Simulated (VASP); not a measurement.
# A VASP study of KHgClF2 (PBE): structure first, properties next

What structure does KHgClF2 take at this level, and what are its properties? The steps: rough relaxation of the start cell, full relaxation (PBE), second relaxation, single point with fields (PBE), band structure (PBE), total and projected DOS (PBE) and response to an electric field (PBE). The cell is invented: it takes the structure of COD entry 1527535, KHgF3 (space group 65 there), with some of its atoms replaced by other elements, volume scaled by an estimate. It may not be a known or stable phase.

Calculated with VASP 6.6.1; PBE; plane waves and PAW (Hg, K_sv, Cl, F); invented cell.

**1. Starting point**

Before any relaxation, the start is as follows. It takes space group Cmmm (No. 65, orthorhombic). Conventional cell: a = 6.597 Å, b = 6.682 Å, c = 4.687 Å, α = 90.00°, β = 90.00°, γ = 90.00°. Hg has 2 Cl at 2.34 Å and 4 F at 2.35 Å nearest. K has 4 Cl at 3.30 to 3.34 Å and 8 F at 3.32 Å nearest. Nearest to Cl lie 2 Hg at 2.34 Å and 4 K at 3.30 to 3.34 Å. Nearest to F lie 2 Hg at 2.35 Å and 4 K at 3.32 Å. It derives from KHgF3. It takes the structure of COD entry 1527535, KHgF3 (space group 65 there), with some of its atoms replaced by other elements, volume scaled by an estimate. Farther neighbours and most contacts between anions are not listed.

**2. Rough relaxation of the start cell**

The start is only an estimate, so a cheap relaxation brings it near a minimum before any careful run. PBE, the usual starting point, adds the gradient of the density.

INCAR reads:

```
SYSTEM = KHgClF2
PREC = Normal
ENCUT = 520
EDIFF = 1E-05
NELM = 60
ISMEAR = 0
SIGMA = 0.05
LREAL = .FALSE.
ALGO = Fast
GGA = PE
NBANDS = 27
LORBIT = 11
LWAVE = .FALSE.
LCHARG = .FALSE.
KPAR = 2
IBRION = 2
NSW = 40
ISIF = 3
EDIFFG = -0.04
```

POSCAR reads:

```
KHgClF2
1.0
    3.2984330000     -3.3409930000      0.0000000000
    3.2984330000      3.3409930000      0.0000000000
    0.0000000000      0.0000000000      4.6869670000
Hg K Cl F
1 1 1 2
Direct
    0.5000000000      0.5000000000      0.0000000000
    0.0000000000      0.0000000000      0.5000000000
    0.5000000000      0.5000000000      0.5000000000
    0.5000000000      0.0000000000      0.0000000000
    0.0000000000      0.5000000000      0.0000000000
```

KPOINTS reads:

```
Automatic mesh
0
Gamma
4 4 4
0 0 0
```

The projector-augmented-wave data sets are Hg, K_sv, Cl and F (PBE family, release 64).

Run with:

```console
mpirun -np 2 vasp_std
```

The log of the run:

```text
[banner, memory and clock lines left out]
running    2 mpi-ranks, on    1 nodes
 distrk:  each k-point on    1 cores,    2 groups
 distr:  one band on    1 cores,    1 groups

 POSCAR found type information on POSCAR HgK ClF
 POSCAR found :  4 types and       5 ions
 LDA part: xc-table for (Slater+PW92), standard interpolation
 POSCAR, INCAR and KPOINTS ok, starting setup
 FFT: planning ... GRIDC
 FFT: planning ... GRID_SOFT
 FFT: planning ... GRID
 WAVECAR not read
 entering main loop
       N       E                     dE             d eps       ncg     rms          rms(c)
DAV:   1     0.349563193640E+03    0.34956E+03   -0.21856E+04  1134   0.146E+03
DAV:   2     0.674855610145E+01   -0.34281E+03   -0.33478E+03  1357   0.379E+02
DAV:   3    -0.160774287194E+02   -0.22826E+02   -0.22728E+02  1483   0.989E+01
DAV:   4    -0.171973415089E+02   -0.11199E+01   -0.11182E+01  1865   0.128E+01
DAV:   5    -0.172052578805E+02   -0.79164E-02   -0.79152E-02  1480   0.119E+00    0.152E+01
RMM:   6    -0.145568153740E+02    0.26484E+01   -0.95302E+00  1134   0.151E+01    0.141E+01
RMM:   7    -0.144877004486E+02    0.69115E-01   -0.72940E-01  1148   0.418E+00    0.720E+00
RMM:   8    -0.144382246658E+02    0.49476E-01   -0.24627E-01  1136   0.301E+00    0.266E+00
RMM:   9    -0.144403611277E+02   -0.21365E-02   -0.53175E-02  1241   0.132E+00    0.331E-01
RMM:  10    -0.144412334627E+02   -0.87234E-03   -0.98184E-03  1327   0.475E-01    0.159E-01
RMM:  11    -0.144415127916E+02   -0.27933E-03   -0.19834E-03  1240   0.265E-01    0.102E-01
RMM:  12    -0.144415345587E+02   -0.21767E-04   -0.80762E-04  1334   0.133E-01    0.197E-02
RMM:  13    -0.144415654888E+02   -0.30930E-04   -0.24008E-04  1281   0.620E-02    0.892E-03
RMM:  14    -0.144415770509E+02   -0.11562E-04   -0.10320E-04  1003   0.341E-02    0.701E-03
RMM:  15    -0.144415813926E+02   -0.43417E-05   -0.39197E-05   808   0.217E-02
   1 F= -.14441581E+02 E0= -.14441256E+02  d E =-.144416E+02
 curvature:   0.00 expect dE= 0.000E+00 dE for cont linesearch  0.000E+00
 trial: gam= 0.00000 g(F)=  0.262E-59 g(S)=  0.725E+00 ort = 0.000E+00 (trialstep = 0.100E+01)
 search vector abs. value=  0.725E+00
 bond charge predicted
       N       E                     dE             d eps       ncg     rms          rms(c)
DAV:   1    -0.197215180053E+02   -0.52799E+01   -0.13646E+02  1167   0.938E+01    0.198E+01
RMM:   2    -0.153491169209E+02    0.43724E+01   -0.12149E+01  1143   0.255E+01    0.711E+00
RMM:   3    -0.149185472236E+02    0.43057E+00   -0.14485E+00  1156   0.719E+00    0.542E+00
RMM:   4    -0.147863624063E+02    0.13218E+00   -0.38063E-01  1172   0.365E+00    0.281E+00
RMM:   5    -0.147852837552E+02    0.10787E-02   -0.75663E-02  1254   0.183E+00    0.468E-01
RMM:   6    -0.147859816350E+02   -0.69788E-03   -0.13667E-02  1354   0.647E-01    0.273E-01
RMM:   7    -0.147865948612E+02   -0.61323E-03   -0.41803E-03  1406   0.332E-01    0.738E-02
RMM:   8    -0.147867712196E+02   -0.17636E-03   -0.16345E-03  1441   0.197E-01    0.536E-02
RMM:   9    -0.147868339767E+02   -0.62757E-04   -0.54691E-04  1361   0.991E-02    0.239E-02
RMM:  10    -0.147868584133E+02   -0.24437E-04   -0.21984E-04  1106   0.539E-02    0.137E-02
RMM:  11    -0.147868705007E+02   -0.12087E-04   -0.94931E-05   962   0.346E-02    0.344E-03
RMM:  12    -0.147868755478E+02   -0.50472E-05   -0.45878E-05   804   0.223E-02
   2 F= -.14786876E+02 E0= -.14786651E+02  d E =-.345294E+00
[...]
3 F= -.14788348E+02 E0= -.14788199E+02  d E =-.346766E+00
[...]
4 F= -.14788561E+02 E0= -.14788399E+02  d E =-.346980E+00
[...]
5 F= -.14820593E+02 E0= -.14820552E+02  d E =-.320316E-01
[...]
6 F= -.14831828E+02 E0= -.14831825E+02  d E =-.432663E-01
 curvature:  -1.13 expect dE=-0.168E-02 dE for cont linesearch -0.540E-06
 trial: gam= 0.08380 g(F)=  0.539E-60 g(S)=  0.149E-02 ort =-0.144E-03 (trialstep = 0.122E+01)
 search vector abs. value=  0.177E-02
 bond charge predicted
       N       E                     dE             d eps       ncg     rms          rms(c)
DAV:   1    -0.148479673896E+02   -0.16146E-01   -0.49855E-01  1273   0.544E+00    0.962E-01
RMM:   2    -0.148347315049E+02    0.13236E-01   -0.36157E-02  1135   0.133E+00    0.318E-01
RMM:   3    -0.148332067682E+02    0.15247E-02   -0.43106E-03  1145   0.392E-01    0.200E-01
RMM:   4    -0.148328378320E+02    0.36894E-03   -0.10882E-03  1159   0.202E-01    0.120E-01
RMM:   5    -0.148328194193E+02    0.18413E-04   -0.21115E-04  1226   0.105E-01    0.266E-02
RMM:   6    -0.148328216596E+02   -0.22403E-05   -0.46339E-05   974   0.375E-02
   7 F= -.14832822E+02 E0= -.14832820E+02  d E =-.993972E-03
 trial-energy change:   -0.000994  1 .order   -0.000971   -0.001809   -0.000132
 step:   1.3188(harm=  1.3188)  dis= 0.00000  next Energy=   -14.832804 (dE=-0.976E-03)
 reached required accuracy - stopping structural energy minimisation
```

Run time: 45 s. Hardware: 2 MPI ranks of AMD EPYC 9R45, shared host; peak memory 0.36 GiB; 88 s of CPU time.

The logs omit lines about the potential files and the build; timing stands in the text.

Parts of OUTCAR (step 2):

```text
ion  position               nearest neighbor table
   1  0.500  0.500  0.000-   3 2.34   3 2.34   5 2.35   4 2.35   4 2.35   5 2.35
   2  0.000  0.000  0.500-
   3  0.500  0.500  0.500-   1 2.34   1 2.34
   4  0.500  0.000  0.000-   1 2.35   1 2.35
   5  0.000  0.500  0.000-   1 2.35   1 2.35

  LATTYP: Found a base centered orthorhombic cell.
 ALAT       =     6.5968660000
 B/A-ratio  =     1.0129030967
 C/A-ratio  =     0.7104838873

 Subroutine GETGRP returns: Found  8 space group operations
 (whereof  8 operations were pure point group operations)

The static configuration has the point symmetry D_2h.

 Found     21 irreducible k-points:

   k-points           NKPTS =     21   k-points in BZ     NKDIM =     21   number of bands    NBANDS=     27

   dimension x,y,z NGX =    28 NGY =   28 NGZ =   28
   dimension x,y,z NGXF=    56 NGYF=   56 NGZF=   56

   ENCUT  =  520.0 eV  38.22 Ry    6.18 a.u.   8.73  8.73  8.71*2*pi/ulx,y,z

   NELECT =      42.0000    total number of electrons

 k-points in reciprocal lattice and weights: Automatic mesh
   0.00000000  0.00000000  0.00000000       0.016
   0.25000000 -0.00000000  0.00000000       0.062
   0.50000000 -0.00000000  0.00000000       0.031
   0.25000000  0.25000000  0.00000000       0.031
   0.50000000  0.25000000  0.00000000       0.062
  -0.25000000  0.25000000  0.00000000       0.031
   0.50000000  0.50000000  0.00000000       0.016
   0.00000000  0.00000000  0.25000000       0.031
   0.25000000 -0.00000000  0.25000000       0.125
[...]
-0.25000000  0.25000000  0.50000000       0.031
   0.50000000  0.50000000  0.50000000       0.016

 average (electrostatic) potential at core
       1 -42.0951       2 -36.7236       3 -95.3981       4 -78.1989       5 -78.1989

 E-fermi :  -0.6126

 k-point     1 :       0.0000    0.0000    0.0000
  band No.  band energies     occupation
    ...
     17      -2.7220      2.00000
     18      -2.7082      2.00000
     19      -2.6231      2.00000
     20      -2.6222      2.00000
     21      -2.5500      2.00000
     22      -0.4918      0.00064
     23       4.6347      0.00000
     24       5.5678      0.00000
     25       7.0339      0.00000
     26       7.4807      0.00000
    ...

 k-point     2 :       0.2500   -0.0000    0.0000
  band No.  band energies     occupation
    ...
     17      -2.7468      2.00000
     18      -2.7051      2.00000
     19      -2.6892      2.00000
     20      -2.5746      2.00000
     21      -2.5426      2.00000
     22       0.6662      0.00000
     23       5.2459      0.00000
     24       6.1080      0.00000
     25       7.1032      0.00000
     26       7.9319      0.00000
    ...

 k-point     3 :       0.5000   -0.0000    0.0000
  band No.  band energies     occupation
    ...
     17      -2.8259      2.00000
     18      -2.7353      2.00000
     19      -2.6450      2.00000
     20      -2.5286      2.00000
     21      -2.4527      2.00000
     22       1.9657      0.00000
     23       5.4108      0.00000
     24       6.8510      0.00000
     25       7.6845      0.00000
     26       7.9251      0.00000
    ...

  Total        0.0417773     -0.0384139      0.0143904     -0.0000000      0.0000000      0.0000000
  in kB        0.5953388     -0.5474088      0.2050679     -0.0000000      0.0000000      0.0000000
  external PRESSURE =       0.0843326 kB  Pullay stress =       0.0000000 kB

  energy-cutoff  :      520.00
  volume of cell :      112.43
      direct lattice vectors                 reciprocal lattice vectors
     3.272761663 -3.287968299  0.000000000     0.152776172 -0.152069593  0.000000000
     3.272761663  3.287968299  0.000000000     0.152776172  0.152069593  0.000000000
     0.000000000  0.000000000  5.224141481     0.000000000  0.000000000  0.191419012

 POSITION                                       TOTAL-FORCE (eV/Angst)
 -----------------------------------------------------------------------------------
      3.27276      0.00000      0.00000        -0.000000     -0.000000      0.000000
      0.00000      0.00000      2.61207         0.000000      0.000000      0.000000
      3.27276      0.00000      2.61207         0.000000      0.000000      0.000000
      4.90914      1.64398      0.00000        -0.000000      0.000000      0.000000
      1.63638      1.64398      0.00000         0.000000      0.000000      0.000000
 -----------------------------------------------------------------------------------
    total drift:                                0.000000      0.000000     -0.000000

  FREE ENERGIE OF THE ION-ELECTRON SYSTEM (eV)
  ---------------------------------------------------
  free  energy   TOTEN  =       -14.8328216596 eV

  energy  without entropy=      -14.8328190650  energy(sigma->0) =      -14.83282036

 reached required accuracy - stopping structural energy minimisation

 total charge
# of ion       s       p       d       tot
------------------------------------------
    1        0.464   0.261   9.535  10.259
    2        1.950   5.574   0.012   7.536
    3        1.598   3.527   0.000   5.125
    4        1.745   4.294   0.000   6.039
    5        1.745   4.294   0.000   6.039
--------------------------------------------------
tot          7.502  17.951   9.546  35.000

[... 3 further parts left out ...]
```

The gap is read on the k-mesh alone, so it is an upper bound where the band edges lie off the mesh, and a coarse mesh can show a gap where there is none. This relaxation is a rough one on cheap settings, only to bring the start near its minimum. After so large a change of volume the plane waves of the start cell no longer fit, so the final stress carries a basis-set error. The run keeps the 8 symmetry operations of its start, so it cannot find a distortion of lower symmetry.

Step by step:

```tsv
step	energy less that of the first step (eV)	largest force (eV/Å)	pressure (GPa)	volume (Å³)
1	0.0000	0.0000	5.80	103.30
2	-0.3453	0.0000	-0.66	114.73
3	-0.3468	0.0000	-1.17	116.08
4	-0.3470	0.0000	-1.10	115.82
5	-0.3790	0.0000	-0.49	113.83
6	-0.3902	0.0000	0.29	111.83
7	-0.3912	0.0000	0.01	112.43
```

```tsv
conventional cell, symmetrised	before	after	change
a (Å)	6.597	6.546	-0.8 %
b (Å)	6.682	6.576	-1.6 %
c (Å)	4.687	5.224	+11.5 %
volume (Å³/atom)	20.66	22.49	+8.8 %
```

The relaxed structure:

```
Hg K Cl F
1.0
     3.27276   -3.28797    0.00000
     3.27276    3.28797    0.00000
     0.00000    0.00000    5.22414
Hg K Cl F
1 1 1 2
Cartesian
  3.2728 0.0000 0.0000
  0.0000 0.0000 2.6121
  3.2728 0.0000 2.6121
  1.6364 -1.6440 0.0000
  1.6364 1.6440 0.0000
```

A gap read on the k-mesh alone can miss the band edges.

Numbers from this step:

| Quantity | Value |
| --- | --- |
| electrons | 42 |
| bands | 27 |
| irreducible k-points | 21 |
| symmetry operations | 8 |
| free energy (TOTEN) | -14.83 eV |
| Fermi energy | -0.6126 eV |
| pressure | 0.008433 GPa |
| metallic, judged on the points sampled | no |
| valence top at k | 0.5, 0.5, 0.5 |
| conduction bottom at k | 0, 0, 0 |
| least direct gap at k | 0, 0, 0 |
| SCF cycles over all ionic steps | 64 |
| gap on the k-mesh | 0.2417 eV |
| least direct gap on the k-mesh | 2.058 eV |

It ends with forces that vanish by symmetry and a pressure of 0.01 GPa.

[end of part 1 of 5]

[Lines on the potential files, build, host, timing and source positions are cut from VASP's logs without a mark.]

[Logs are printed without paths, hosts, clocks, repeated set-up lines and the standing remarks that a program may print on its own settings, such as how far it seeks lower states.]

[Hosts, paths, dates, database ids (printed as entryN), source tags and the programs' standing remarks are cut or masked in the printed files.]

[A measured line is paired with the nearest computed mode of its activity, which favours agreement.]

[In band tables of VASP the shares of atoms and orbitals are scaled to a sum of 1 inside the atoms' spheres.]
